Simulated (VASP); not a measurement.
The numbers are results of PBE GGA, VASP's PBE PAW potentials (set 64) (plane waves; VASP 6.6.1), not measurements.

The input files of a VASP run:

KPOINTS:
```
kpoints
0
gamma
  8 8 8
0 0 0
```

**INCAR**
```
! general
SYSTEM =TiO2
PREC   =Accurate
ENCUT  =400
LREAL  =F   ! projection in real space or not
LASPH  =T   ! aspherical one-centre terms

! electronic loop
EDIFF  =1E-6
NELM   =100   ! most electronic steps
ALGO   =Normal
LMAXMIX=4   ! l cut-off of mixed one-centre charges

! smearing
ISMEAR =-1
SIGMA  =0.05   ! width (eV)

! functional
GGA    =PE   ! PBE

! ions
ISIF   =2   ! forces and stress, cell fixed

! output
LWAVE  =F
LCHARG =F
```

POSCAR:
```
TiO2
4.8536620
 -0.3933990459   0.3933990459   1.0000000000
  0.3933990459  -0.3933990459   1.0000000000
  0.3933990459   0.3933990459  -1.0000000000
Ti O
2 4
Cartesian
  0.0000000000   0.0000000000   0.0000000000
 -0.0000000000   0.3933990459   0.5000000000
  0.0000000000   0.3933990459   0.9143000000
 -0.0000000000   0.0000000000   0.4143000000
 -0.0000000000   0.0000000000   1.5857000000
  0.0000000000   0.3933990459   0.0857000000
```

POTCAR, in this order: Ti_sv O (PBE.64 set). Program: vasp_std.

Output

File OSZICAR:
```
       N       E                     dE             d eps       ncg     rms          rms(c)
DAV:   1     0.610267142133E+03    0.61027E+03   -0.21694E+04  3312   0.166E+03
DAV:   2     0.145489308341E+02   -0.59572E+03   -0.57713E+03  3992   0.520E+02
DAV:   3    -0.671558181458E+02   -0.81705E+02   -0.80943E+02  4924   0.191E+02
DAV:   4    -0.711112227714E+02   -0.39554E+01   -0.39522E+01  4488   0.412E+01
DAV:   5    -0.713010458687E+02   -0.18982E+00   -0.18979E+00  4500   0.690E+00    0.315E+01
DAV:   6    -0.544906813288E+02    0.16810E+02   -0.12006E+02  4244   0.102E+02    0.120E+01
DAV:   7    -0.540263824579E+02    0.46430E+00   -0.17847E+01  4304   0.326E+01    0.764E+00
DAV:   8    -0.540850852895E+02   -0.58703E-01   -0.43880E+00  4224   0.191E+01    0.410E+00
DAV:   9    -0.539058536758E+02    0.17923E+00   -0.16903E+00  4472   0.111E+01    0.104E+00
DAV:  10    -0.539148576408E+02   -0.90040E-02   -0.11384E-01  4020   0.248E+00    0.382E-01
DAV:  11    -0.539125254641E+02    0.23322E-02   -0.17413E-02  4060   0.886E-01    0.609E-02
DAV:  12    -0.539127888252E+02   -0.26336E-03   -0.16436E-03  4380   0.413E-01    0.134E-01
DAV:  13    -0.539126123364E+02    0.17649E-03   -0.88635E-04  4628   0.265E-01    0.205E-02
DAV:  14    -0.539126179428E+02   -0.56064E-05   -0.60703E-05  5140   0.604E-02    0.107E-02
DAV:  15    -0.539126178420E+02    0.10078E-06   -0.10609E-05  4644   0.302E-02    0.348E-03
DAV:  16    -0.539126180924E+02   -0.25044E-06   -0.86813E-07  2248   0.111E-02
   1 F= -.53912618E+02 E0= -.53912618E+02  d E =-.811635E-10
```

OUTCAR:
```
------------------------ aborting loop because EDIFF is reached ----------------------------------------
  FORCE on cell =-STRESS in cart. coord.  units (eV):
  Direction    XX          YY          ZZ          XY          YZ          ZX
  --------------------------------------------------------------------------------------
  Total       -3.4690098     -3.4690098     -3.5572607      0.0000000      0.0000000      0.0000000
  in kB      -78.5201136    -78.5201136    -80.5176512      0.0000000      0.0000000      0.0000000
  external PRESSURE =     -79.1859595 kB  Pullay stress =       0.0000000 kB
  volume of cell :       70.78
      direct lattice vectors                 reciprocal lattice vectors
    -1.909426000  1.909426000  4.853662000     0.000000000  0.261858799  0.103015002
     1.909426000 -1.909426000  4.853662000     0.261858799  0.000000000  0.103015002
     1.909426000  1.909426000 -4.853662000     0.261858799  0.261858799  0.000000000
 POSITION                                       TOTAL-FORCE (eV/Angst)
 -----------------------------------------------------------------------------------
      0.00000      0.00000      0.00000        -0.000000     -0.000000     -0.000000
     -0.00000      1.90943      2.42683        -0.000000     -0.000000      0.000000
     -0.00000      1.90943      4.43770        -0.000000      0.000000     -0.083616
      0.00000      0.00000      2.01087         0.000000     -0.000000     -0.083616
      0.00000      0.00000      7.69645         0.000000     -0.000000      0.083616
      0.00000      1.90943      0.41596        -0.000000      0.000000      0.083616
 -----------------------------------------------------------------------------------
    total drift:                               -0.000000      0.000000      0.000000
  FREE ENERGIE OF THE ION-ELECTRON SYSTEM (eV)
  ---------------------------------------------------
  free  energy   TOTEN  =       -53.9126180924 eV

  energy  without entropy=      -53.9126180923  energy(sigma->0) =      -53.91261809
```
(Selected blocks of OUTCAR.)

At this cut-off the stress carries a Pulay error, which pulls relaxed volumes low.

The structure comes from a computed database's TiO2 entry; how it stands against other phases isn't given here. The cell was not relaxed at this level.
